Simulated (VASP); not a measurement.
Consider the following.

```yaml
crystal:
  lattice:
    - [5.65750, 0.00000, 0.00000]
    - [0.00000, 5.65750, 0.00000]
    - [0.00000, 0.00000, 5.65750]
  atoms:
    - { symbol: Cs, position: [0.00000, 0.00000, 0.00000] }
    - { symbol: Sn, position: [0.50000, 0.50000, 0.50000] }
    - { symbol: Br, position: [0.50000, 0.00000, 0.50000] }
    - { symbol: Br, position: [0.00000, 0.50000, 0.50000] }
    - { symbol: Br, position: [0.50000, 0.50000, 0.00000] }
```

These are LDA (Ceperley-Alder, Perdew-Zunger), VASP's LDA PAW potentials (set 64) (plane waves; VASP 6.6.1) values and carry that method's errors. Numerical set-up: 400 eV cut-off, 5×5×5 Γ-centred mesh, tetrahedra with Blöchl corrections, potentials Cs_sv Sn_d Br.

Problem. What does the run give for the energy per atom (σ→0)?

Solution. 
The energy per atom (σ→0) is -345.7 kJ/mol of atoms.

Only differences to runs with the same potentials and settings are physical.

The structure comes from a computed database's CsSnBr3 entry (Pm-3m); how it stands against other phases isn't given here. It was relaxed first, which changed the volume by -9 %.
